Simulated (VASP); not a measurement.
Given:

```xyz
6
Lattice="4.3984 0.0000 0.0000 0.0000 4.3984 0.0000 0.0000 0.0000 2.8658" Properties=species:S:1:pos:R:3 pbc="T T T"
Mn     0.0000     0.0000     0.0000
Mn     2.1992     2.1992     1.4329
O      1.3375     1.3375     0.0000
O      3.5367     0.8617     1.4329
O      0.8617     3.5367     1.4329
O      3.0609     3.0609     0.0000
```
Starting moments (μB, in the order of the record's atoms Mn Mn O O O O): 2.5 -2.5 0.0 0.0 0.0 0.0.

These are PBE GGA with D4 dispersion, VASP's PBE PAW potentials (set 64) (plane waves; VASP) values and carry that method's errors. Numerical set-up: 520 eV cut-off, Gaussian smearing of 0.050 eV, potentials Mn_pv O.

Task: Give the spin-up energies of bands 16 to 29 at the high-symmetry points, in eV from the Fermi level.

Result: 
```
band      Γ      Y     C0      Z     A0      T      S      R
----  -----  -----  -----  -----  -----  -----  -----  -----
16    -4.01  -4.09  -4.09  -4.98  -4.91  -4.91  -4.76  -5.04
17    -3.93  -3.96  -3.96  -4.62  -4.59  -4.59  -4.49  -3.92
18    -3.46  -3.04  -3.04  -4.15  -4.11  -4.11  -4.15  -3.89
19    -2.34  -2.56  -2.56  -4.05  -3.21  -3.21  -3.61  -3.73
20    -2.29  -2.52  -2.52  -3.40  -2.21  -2.21  -2.87  -3.59
21    -1.65  -2.41  -2.41  -2.93  -2.11  -2.11  -1.93  -2.06
22    -1.60  -2.26  -2.26  -2.52  -2.04  -2.04  -1.46  -1.88
23    -1.15  -2.08  -2.08  -2.03  -1.53  -1.53  -1.45  -1.75
24    -1.08  -2.05  -2.05  -0.82  -0.74  -0.74  -1.28  -1.70
25    -0.45  -0.29  -0.29  -0.05  -0.65  -0.65  -0.54  -1.19
26    -0.22   0.17   0.17   1.12   0.97   0.97   0.80   0.76
27     0.33   0.33   0.33   1.29   1.17   1.17   1.14   1.18
28     1.14   2.13   2.13   1.54   1.49   1.49   1.76   1.28
29     1.95   2.22   2.22   1.88   1.90   1.90   2.41   1.41
```

Task: Give the spin-down energies of bands 16 to 29 at the high-symmetry points, in eV from the Fermi level.

Result: 
```csv
band,Γ,Y,C0,Z,A0,T,S,R
16,-4.01,-4.09,-4.09,-4.98,-4.91,-4.91,-4.76,-5.04
17,-3.93,-3.96,-3.96,-4.62,-4.59,-4.59,-4.49,-3.92
18,-3.46,-3.04,-3.04,-4.15,-4.11,-4.11,-4.15,-3.89
19,-2.34,-2.56,-2.56,-4.05,-3.21,-3.21,-3.61,-3.73
20,-2.29,-2.52,-2.52,-3.40,-2.21,-2.21,-2.87,-3.59
21,-1.65,-2.41,-2.41,-2.93,-2.11,-2.11,-1.93,-2.06
22,-1.60,-2.26,-2.26,-2.52,-2.04,-2.04,-1.46,-1.88
23,-1.15,-2.08,-2.08,-2.03,-1.53,-1.53,-1.45,-1.75
24,-1.08,-2.05,-2.05,-0.82,-0.74,-0.74,-1.28,-1.70
25,-0.45,-0.29,-0.29,-0.05,-0.65,-0.65,-0.54,-1.19
26,-0.22,0.17,0.17,1.12,0.97,0.97,0.80,0.76
27,0.33,0.33,0.33,1.29,1.17,1.17,1.14,1.18
28,1.14,2.13,2.13,1.54,1.49,1.49,1.76,1.28
29,1.95,2.22,2.22,1.88,1.90,1.90,2.41,1.41
```

It has no gap at this level: it comes out as a metal or semimetal.

The compound is MnO2 in the rutile structure. It was relaxed first.
